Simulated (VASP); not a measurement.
The cell holds one Cd (hcp) (0 0 0 1) slab, with vacuum along c, ions free to move until forces fall under 0.03 eV/Å, no reconstruction beyond this cell, dipole correction on.

Input:

```yaml
crystal:
  lattice:
    - [2.96722, 0.00000, 0.00000]
    - [-1.48361, 2.56969, 0.00000]
    - [0.00000, 0.00000, 25.69478]
  atoms:
    - { symbol: Cd, position: [0.66667, 0.33333, 0.44770] }
    - { symbol: Cd, position: [0.33333, 0.66667, 0.33850] }
    - { symbol: Cd, position: [0.66667, 0.33333, 0.66150] }
    - { symbol: Cd, position: [0.33333, 0.66667, 0.55230] }
```

The numbers are results of PBEsol GGA, VASP's PBE PAW potentials (set 64) (plane waves; VASP), not measurements. Settings: 400 eV cut-off, 11×11×1 Γ-centred mesh, first-order Methfessel-Paxton smearing of 0.10 eV, potentials Cd.

Slab and bulk use different k-meshes, so the surface energy is good to a few per cent at best.

Q: Predict its surface energy, work function, band gap (on the k-mesh).

A: 
| Item | Result |
|---|---|
| surface energy | 0.35 J/m^2 |
| work function | 4.17 eV |
| band gap (on the k-mesh) | none (metal, semimetal or under 0.01 eV) |

The cell is a thin slab with vacuum, built from Cd (hcp): (001) face.
